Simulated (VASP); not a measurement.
Level of theory: vdW-DF2, VASP's PBE PAW potentials (set 64) (plane waves; VASP).

VASP ran on this input.

File POSCAR:
```
SnO2
1
    4.9942824850     0.0000000000     0.0000000000
    0.0000000000     4.9942824850     0.0000000000
    0.0000000000     0.0000000000     3.3707532243
Sn O
2 4
Direct
  0.0000000000   0.0000000000   0.0000000000
  0.5000000000   0.5000000000   0.5000000000
  0.3065591291   0.3065591291   0.0000000000
  0.8065591291   0.1934408709   0.5000000000
  0.1934408709   0.8065591291   0.5000000000
  0.6934408709   0.6934408709   0.0000000000
```

INCAR:
```
SYSTEM = SnO2
PREC = Accurate
ENCUT = 520
EDIFF = 1E-7
NELM = 100
ALGO = Normal
LREAL = .FALSE.
LASPH = .TRUE.
ISMEAR = 0
SIGMA = 0.05
GGA = ML
ZAB_VDW = -1.8867
LUSE_VDW = .TRUE.
AGGAC = 0.0
LMAXMIX = 4
LWAVE = .FALSE.
LCHARG = .FALSE.
ISIF = 4
IBRION = 2
NSW = 30
EDIFFG = -0.01
```

### KPOINTS
```
Automatic mesh
0
Gamma
5 5 7
0 0 0
```

POTCAR, in this order: Sn_d O (PBE.64 set). Program: vasp_std.

Output

### OUTCAR
```
 ion  position               nearest neighbor table
   1  0.000  0.000  0.000-   3 2.17   6 2.17   5 2.17   4 2.17   4 2.17   5 2.17
   2  0.500  0.500  0.500-   4 2.17   5 2.17   3 2.17   6 2.17   3 2.17   6 2.17
   3  0.307  0.307  0.000-   1 2.17   2 2.17   2 2.17
   4  0.807  0.193  0.500-   2 2.17   1 2.17   1 2.17
   5  0.193  0.807  0.500-   2 2.17   1 2.17   1 2.17
   6  0.693  0.693  0.000-   1 2.17   2 2.17   2 2.17
  LATTYP: Found a simple tetragonal cell.
 ALAT       =     4.9942824850
 C/A-ratio  =     0.6749224207
 Subroutine PRICEL returns:
 Original cell was already a primitive cell.
 Subroutine GETGRP returns: Found 16 space group operations
The static configuration has the point symmetry D_2h.
 The point group associated with its full space group is D_4h.
The dynamic configuration has the point symmetry D_2h.
 Subroutine INISYM returns: Found 16 space group operations
 Subroutine IBZKPT returns following result:
 Found     24 irreducible k-points:

 Following reciprocal coordinates:
            Coordinates               Weight
  0.000000  0.000000  0.000000      1.000000
  0.200000  0.000000  0.000000      4.000000
  0.400000  0.000000  0.000000      4.000000
...
```

### OSZICAR
```
       N       E                     dE             d eps       ncg     rms          rms(c)
DAV:   1     0.664891365798E+03    0.66489E+03   -0.26167E+04  1595   0.248E+03
DAV:   2     0.679490423187E+02   -0.59694E+03   -0.57681E+03  1719   0.668E+02
DAV:   3    -0.270906262095E+02   -0.95040E+02   -0.93643E+02  1761   0.225E+02
DAV:   4    -0.317406416154E+02   -0.46500E+01   -0.46345E+01  1748   0.562E+01
DAV:   5    -0.319036437592E+02   -0.16300E+00   -0.16296E+00  1936   0.105E+01    0.177E+01
DAV:   6    -0.234205749788E+02    0.84831E+01   -0.40841E+01  2363   0.833E+01    0.582E+00
DAV:   7    -0.234626971844E+02   -0.42122E-01   -0.31349E+00  1614   0.116E+01    0.312E+00
DAV:   8    -0.234232299640E+02    0.39467E-01   -0.59037E-01  2185   0.578E+00    0.105E+00
DAV:   9    -0.233960311307E+02    0.27199E-01   -0.14061E-01  2333   0.370E+00    0.147E-01
DAV:  10    -0.233971059581E+02   -0.10748E-02   -0.91603E-03  2188   0.935E-01    0.120E-01
DAV:  11    -0.233968905751E+02    0.21538E-03   -0.18215E-03  2320   0.422E-01    0.332E-02
DAV:  12    -0.233969012912E+02   -0.10716E-04   -0.10142E-04  1747   0.700E-02    0.271E-02
DAV:  13    -0.233968954072E+02    0.58840E-05   -0.30242E-05  2471   0.446E-02    0.153E-03
DAV:  14    -0.233968957615E+02   -0.35426E-06   -0.15205E-06  1764   0.821E-03    0.632E-04
DAV:  15    -0.233968957671E+02   -0.56443E-08   -0.23535E-08  1129   0.140E-03
   1 F= -.23396896E+02 E0= -.23396842E+02  d E =-.233969E+02
       N       E                     dE             d eps       ncg     rms          rms(c)
DAV:   1    -0.234152571193E+02   -0.18361E-01   -0.21792E+00  1504   0.104E+01    0.788E-01
DAV:   2    -0.234113304079E+02    0.39267E-02   -0.93214E-02  1856   0.265E+00    0.470E-01
DAV:   3    -0.234046587442E+02    0.66717E-02   -0.79919E-03  2077   0.105E+00    0.111E-01
DAV:   4    -0.234046505963E+02    0.81479E-05   -0.27046E-03  1892   0.367E-01    0.332E-02
DAV:   5    -0.234046292927E+02    0.21304E-04   -0.25649E-04  1698   0.155E-01    0.116E-02
DAV:   6    -0.234046287569E+02    0.53579E-06   -0.25915E-05  2013   0.473E-02    0.488E-03
DAV:   7    -0.234046290327E+02   -0.27578E-06   -0.30894E-06  2113   0.171E-02    0.292E-03
DAV:   8    -0.234046287135E+02    0.31927E-06   -0.10364E-06  1785   0.957E-03    0.665E-04
DAV:   9    -0.234046287066E+02    0.68894E-08   -0.36569E-08  1066   0.167E-03
   2 F= -.23404629E+02 E0= -.23404573E+02  d E =-.773294E-02
       N       E                     dE             d eps       ncg     rms          rms(c)
DAV:   1    -0.234086586544E+02   -0.40299E-02   -0.59244E-01  1512   0.540E+00    0.412E-01
DAV:   2    -0.234075450655E+02    0.11136E-02   -0.25231E-02  1857   0.138E+00    0.246E-01
DAV:   3    -0.234057279359E+02    0.18171E-02   -0.21768E-03  2072   0.582E-01    0.594E-02
DAV:   4    -0.234057250986E+02    0.28373E-05   -0.77055E-04  1887   0.195E-01    0.174E-02
DAV:   5    -0.234057186366E+02    0.64620E-05   -0.79702E-05  1663   0.887E-02    0.667E-03
DAV:   6    -0.234057182891E+02    0.34750E-06   -0.86460E-06  2012   0.326E-02    0.219E-03
DAV:   7    -0.234057184008E+02   -0.11171E-06   -0.80926E-07  1826   0.727E-03    0.171E-03
DAV:   8    -0.234057182635E+02    0.13738E-06   -0.90287E-08  1164   0.298E-03    0.302E-04
DAV:   9    -0.234057182541E+02    0.93378E-08   -0.27406E-08   975   0.157E-03
   3 F= -.23405718E+02 E0= -.23405662E+02  d E =-.882249E-02
```

OUTCAR:
```
------------------------ aborting loop because EDIFF is reached ----------------------------------------
  FORCE on cell =-STRESS in cart. coord.  units (eV):
  Direction    XX          YY          ZZ          XY          YZ          ZX
  --------------------------------------------------------------------------------------
  Total       -3.7176390     -3.7176390     -3.7591151      0.0000000      0.0000000      0.0000000
  in kB      -70.8442538    -70.8442538    -71.6346340      0.0000000      0.0000000      0.0000000
  external PRESSURE =     -71.1077138 kB  Pullay stress =       0.0000000 kB
  volume of cell :       84.08
      direct lattice vectors                 reciprocal lattice vectors
     5.018428080  0.000000000  0.000000000     0.199265584 -0.000000000  0.000000000
     0.000000000  5.018428080  0.000000000    -0.000000000  0.199265584  0.000000000
     0.000000000  0.000000000  3.338395265     0.000000000  0.000000000  0.299545117
 POSITION                                       TOTAL-FORCE (eV/Angst)
 -----------------------------------------------------------------------------------
      5.01843      0.00000      0.00000         0.000000      0.000000      0.000000
      2.50921      2.50921      1.66920         0.000000      0.000000      0.000000
      1.54585      1.54585      0.00000        -0.003770     -0.003770     -0.000000
      4.05507      0.96336      1.66920        -0.003770      0.003770      0.000000
      0.96336      4.05507      1.66920         0.003770     -0.003770      0.000000
      3.47258      3.47258      0.00000         0.003770      0.003770      0.000000
 -----------------------------------------------------------------------------------
    total drift:                                0.000000     -0.000000     -0.000000
  FREE ENERGIE OF THE ION-ELECTRON SYSTEM (eV)
  ---------------------------------------------------
  free  energy   TOTEN  =       -23.4057182541 eV

  energy  without entropy=      -23.4056061127  energy(sigma->0) =      -23.40566218

 reached required accuracy - stopping structural energy minimisation
```
(Selected blocks of OUTCAR.)

### CONTCAR
```
SnO2
   1.00000000000000
     5.0184280800250072    0.0000000000000000    0.0000000000000000
     0.0000000000000000    5.0184280800250072    0.0000000000000000
     0.0000000000000000    0.0000000000000000    3.3383952650279300
  Sn              O
     2     4
Direct
     1.0000000000000000    0.0000000000000000    0.0000000000000000
     0.5000000000000000    0.5000000000000000    0.5000000000000000
     0.3080353079954216    0.3080353079954216    0.0000000000000000
     0.8080353079954217    0.1919646920045784    0.5000000000000000
     0.1919646920045784    0.8080353079954217    0.5000000000000000
     0.6919646920045783    0.6919646920045783    0.0000000000000000
```

The compound is SnO2 in the rutile structure. This cell is one point of a volume scan, at 1.06 of the reference volume. Symmetry was kept, so distortions that lower it aren't found.
